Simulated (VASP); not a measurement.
Calculation: PBE GGA with D3 dispersion (Becke-Johnson damping), VASP's PBE PAW potentials (set 64) (plane waves; VASP).

The input files of a VASP run:

KPOINTS:
```
Automatic mesh
0
Gamma
15 15 8
0 0 0
```

INCAR:
```
PREC = Accurate
IBRION = 2   ! conjugate gradients
LREAL = .False.   ! projection in real space or not
SIGMA = 0.1   ! width (eV)
LCHARG = .False.
LWAVE = .False.
ISMEAR = 1
GGA = PE   ! PBE
SYSTEM = Tc
NELM = 100   ! most electronic steps
EDIFF = 1E-7   ! SCF stop (eV)
EDIFFG = -0.01
ENCUT = 520   ! plane-wave cut-off (eV)
NSW = 30   ! most ionic steps
ALGO = Normal   ! blocked Davidson
LMAXMIX = 4
IVDW = 12   ! D3, Becke-Johnson
LASPH = .True.
ISIF = 4   ! ions and shape, fixed volume
```

POSCAR:
```
Tc
1
    1.3493369716    -2.3371205751     0.0000000000
    1.3493369716     2.3371205751     0.0000000000
    0.0000000000     0.0000000000     4.3233032378
Tc
2
Direct
  0.3333330000   0.6666670000   0.2500000000
  0.6666670000   0.3333330000   0.7500000000
```

POTCAR, in this order: Tc_pv (PBE.64 set). Program: vasp_std.

Question: Estimate the energy per atom (σ→0), dispersion energy, band gap (on the k-mesh).

Answer: 
```yaml
energy per atom (σ→0): -10.975 eV/atom
dispersion_energy: -1.338 eV
band gap (on the k-mesh): none (metal, semimetal or under 0.01 eV)
```

### OSZICAR
```
...
       N       E                     dE             d eps       ncg     rms          rms(c)
DAV:   1    -0.206132950899E+02   -0.62765E-03   -0.26522E-02  4598   0.141E+00    0.135E-01
DAV:   2    -0.206128490568E+02    0.44603E-03   -0.74295E-04  4934   0.241E-01    0.601E-02
DAV:   3    -0.206127438992E+02    0.10516E-03   -0.36563E-04  5447   0.137E-01    0.869E-03
DAV:   4    -0.206127444709E+02   -0.57171E-06   -0.72804E-06  4668   0.285E-02    0.253E-03
DAV:   5    -0.206127443324E+02    0.13843E-06   -0.41715E-07  4325   0.454E-03    0.827E-04
DAV:   6    -0.206127443101E+02    0.22358E-07   -0.31428E-08  2298   0.153E-03
   3 F= -.21950825E+02 E0= -.21950850E+02  d E =-.108085E-03
```

The compound is Tc in the hcp structure. This cell is one point of a volume scan, at 0.97 of the reference volume. Symmetry was kept, so distortions that lower it aren't found.
